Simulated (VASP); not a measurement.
Method: PBE GGA, VASP's PBE PAW potentials (set 64) (plane waves; VASP).

VASP ran on this input.

### KPOINTS
```
Automatic mesh
0
Gamma
9 9 9
0 0 0
```

INCAR:
```
GGA = PE
LASPH = T   # aspherical one-centre terms
EDIFF = 1E-6   # SCF stop (eV)
LWAVE = F
SYSTEM = Ni3Si
LCHARG = F
ENCUT = 300   # plane-wave cut-off (eV)
PREC = Accurate
NELM = 100   # most electronic steps
ISIF = 2   # forces and stress, cell fixed
ALGO = Normal   # blocked Davidson
SIGMA = 0.05   # width (eV)
LREAL = F   # projection in real space or not
ISMEAR = -1
LMAXMIX = 4   # l cut-off of mixed one-centre charges
```

**POSCAR**
```
Ni3Si
1.0
  3.5180730000   0.0000000000   0.0000000000
  0.0000000000   3.5180730000   0.0000000000
  0.0000000000   0.0000000000   3.5180730000
Si Ni
1 3
direct
  0.0000000000   0.0000000000   0.0000000000
  0.0000000000   0.5000000000   0.5000000000
  0.5000000000   0.0000000000   0.5000000000
  0.5000000000   0.5000000000   0.0000000000
```

POTCAR, in this order: Si Ni (PBE.64 set). Program: vasp_std.

At this cut-off the stress carries a Pulay error, which pulls relaxed volumes low.

### Question
Predict the energy per atom (σ→0), pressure, band gap (on the k-mesh).

### Answer

- energy per atom (σ→0) = -5.925 eV/atom
- band gap (on the k-mesh) = none (metal, semimetal or under 0.01 eV)
- pressure = -2.28 GPa

### OSZICAR
```
...
DAV:   7    -0.237678303463E+02    0.34991E+01   -0.16024E+01  1636   0.627E+01    0.409E+00
DAV:   8    -0.237265228288E+02    0.41308E-01   -0.67947E-01  1528   0.591E+00    0.140E+00
DAV:   9    -0.237101502881E+02    0.16373E-01   -0.30865E-02  1925   0.243E+00    0.569E-01
DAV:  10    -0.237077566223E+02    0.23937E-02   -0.36637E-03  1867   0.443E-01    0.199E-01
DAV:  11    -0.237075381834E+02    0.21844E-03   -0.61785E-04  2200   0.275E-01    0.475E-02
DAV:  12    -0.237075259580E+02    0.12225E-04   -0.77332E-05  1548   0.971E-02    0.140E-02
DAV:  13    -0.237075257097E+02    0.24824E-06   -0.61903E-06  1607   0.171E-02
   1 F= -.23707526E+02 E0= -.23699077E+02  d E =-.168977E-01
```

The structure is a typed Ni3Si crystal. The cell was not relaxed at this level. The run is not spin-polarised, so no magnetic state was tried.
